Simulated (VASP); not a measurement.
Input for VASP

POSCAR:
```
VN
1
   -0.0000000000     2.0376655762     2.0376655762
    2.0376655762    -0.0000000000     2.0376655762
    2.0376655762     2.0376655762     0.0000000000
V N
1 1
Direct
  0.5000000000   0.5000000000   0.5000000000
  0.0000000000   1.0000000000   0.0000000000
```

File KPOINTS:
```
Automatic mesh
0
Gamma
14 14 14
0 0 0
```

### INCAR
```
! general
SYSTEM  = VN
PREC    = Accurate
ENCUT   = 520   ! plane-wave cut-off (eV)
LREAL   = .FALSE.   ! projection in real space or not
LASPH   = .TRUE.

! electronic loop
EDIFF   = 1E-6   ! SCF stop (eV)
NELM    = 100
ALGO    = Normal
LMAXMIX = 4

! smearing
ISMEAR  = 1   ! Methfessel-Paxton
SIGMA   = 0.1

! functional
GGA     = PS

! ions
IBRION  = 2   ! conjugate gradients
NSW     = 60   ! most ionic steps
ISIF    = 3   ! ions, shape and volume
EDIFFG  = -0.01   ! ionic stop

! output
LWAVE   = .FALSE.
LCHARG  = .FALSE.
```

POTCAR, in this order: V_sv N (PBE.64 set). Program: vasp_std.

Q: Write an equivalent input for Quantum ESPRESSO's pw.x.

A: One equivalent input (not run):
```
&CONTROL
  calculation = 'vc-relax'
  pseudo_dir = './pseudo'
  outdir = './out'
  tprnfor = .true.
  tstress = .true.
  nstep = 60
  forc_conv_thr = 0.00039
/
&SYSTEM
  ibrav = 0
  nat = 2
  ntyp = 2
  ecutwfc = 84
  occupations = 'smearing'
  smearing = 'methfessel-paxton'
  degauss = 0.00735
  input_dft = 'pbesol'
/
&ELECTRONS
  conv_thr = 7.3e-08
  electron_maxstep = 100
/
&IONS
/
&CELL
/
ATOMIC_SPECIES
  V 50.941 V.upf
  N 14.007 N.upf
CELL_PARAMETERS angstrom
    -0.0000000    2.0376656    2.0376656
     2.0376656   -0.0000000    2.0376656
     2.0376656    2.0376656    0.0000000
ATOMIC_POSITIONS crystal
  V    0.5000000  0.5000000  0.5000000
  N    0.0000000  1.0000000  0.0000000
K_POINTS automatic
  14 14 14 0 0 0
```
Limits of the translation: the potentials are each code's own (VASP's PAW set, PseudoDojo norm-conserving files in pw.x), so ENCUT and ecutwfc are chosen apart and not converted; conv_thr bounds pw.x's estimated SCF error, while EDIFF bounds the energy change between steps; forc_conv_thr acts on force components and is met together with etot_conv_thr.

The structure comes from a measured VN entry (Fm-3m) of the Crystallography Open Database, whose conditions weren't checked. It was relaxed first. The start is the result of an earlier pass.
